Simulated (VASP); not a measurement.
A run of VASP 6.6.1 is set up as follows.

File INCAR:

```
SYSTEM = Ba4Si
ALGO     = Fast           ! electronic algorithm
EDIFF    = 1E-7           ! SCF threshold, eV
ENCUT    = 600            ! plane-wave cutoff, eV
GGA      = PE             ! functional
ISIF     = 2              ! what is computed and relaxed
ISMEAR   = -1             ! smearing method
LASPH    = .True.         ! aspherical terms in the spheres
LCHARG   = .False.        ! write CHGCAR
LREAL    = .False.        ! projectors in reciprocal space
LWAVE    = .False.        ! write WAVECAR
NELM     = 100            ! most SCF steps
PREC     = Accurate       ! precision mode
SIGMA    = 0.05           ! smearing width, eV
```

The input KPOINTS:

```
k-points
0
Gamma
  4 4 4
  0 0 0
```

POSCAR

```
Ba4Si
1.0
   -3.9635100000      3.9635100000      3.9635100000
    3.9635100000     -3.9635100000      3.9635100000
    3.9635100000      3.9635100000     -3.9635100000
Ba Si
4 1
Direct
    0.5000000000      0.5000000000      0.5000000000
    0.5000000000      0.0000000000      0.0000000000
    0.0000000000      0.0000000000      0.5000000000
    0.0000000000      0.5000000000      0.0000000000
    0.0000000000      0.0000000000      0.0000000000
```

KPOINTS_OPT

```
path GHNGPH,PN
15
line-mode
reciprocal
 0.0000000000  0.0000000000  0.0000000000  G
 0.5000000000 -0.5000000000  0.5000000000  H

 0.5000000000 -0.5000000000  0.5000000000  H
 0.0000000000  0.0000000000  0.5000000000  N

 0.0000000000  0.0000000000  0.5000000000  N
 0.0000000000  0.0000000000  0.0000000000  G

 0.0000000000  0.0000000000  0.0000000000  G
 0.2500000000  0.2500000000  0.2500000000  P

 0.2500000000  0.2500000000  0.2500000000  P
 0.5000000000 -0.5000000000  0.5000000000  H

 0.2500000000  0.2500000000  0.2500000000  P
 0.0000000000  0.0000000000  0.5000000000  N
```

Potentials or basis: VASP PAW PBE potentials, release 64 (Ba_sv, Si).

Command:

```sh
$ cat potpaw_PBE.64/Ba_sv/POTCAR potpaw_PBE.64/Si/POTCAR > POTCAR
$ mpirun -np 1 vasp_std > vasp.out
```

(1) Estimate the pressure.

(2) What does it give for the band gap along the path?

Answers

(1) 0.1 GPa.

(2) none (metal or under the smearing width).

Caveat: spin-orbit coupling is left out, which moves the levels of the heavy elements.
